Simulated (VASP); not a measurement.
# NaRu under changes of volume

One of the cells (18.379 Å³/atom); the others are scaled copies at fixed shape and fractional positions:

```
Na Ru
1.0
     3.32496    0.00000    0.00000
     0.00000    3.32496    0.00000
     0.00000    0.00000    3.32496
Na Ru
1 1
Cartesian
  1.6625 1.6625 1.6625
  0.0000 0.0000 0.0000
```

The cell was built by a generator and needn't be a form met in nature.

| Quantity | Value |
| --- | --- |
| Program | VASP 6.6.1 |
| Functional | PBE |
| Potentials or basis | VASP PAW PBE potentials, release 64 (Na_pv, Ru_pv) |
| Cutoff | 520 eV |
| k mesh | 8 × 8 × 8 |
| Occupations | fermi-dirac, width 0.05 eV |
| Spin | no spin polarisation |

```tsv
volume (Å³/atom)	energy over the lowest point (meV/atom)	pressure (GPa)
16.938	0.00	0.7
17.298	0.07	-0.6
17.658	3.03	-1.8
18.379	?	?
18.740	26.12	-4.7
19.100	37.69	-5.4
```

Question: What does the run at 18.379 Å³/atom give?

Answer: Energy over the lowest point 16.33 meV/atom; pressure -3.8 GPa.

Worked out: A Birch-Murnaghan fit of order 3 (a polynomial in V^(-2/3)) to the other rows has its minimum at 17.11 Å³/atom with B0 = V·E''(V) = 65 GPa and B' = 4.7. It gives 16.31 meV/atom at 18.379 Å³/atom, against the run's 16.33, and -dE/dV = -3.9 GPa, against -3.8.

Energies are extrapolated to zero smearing.
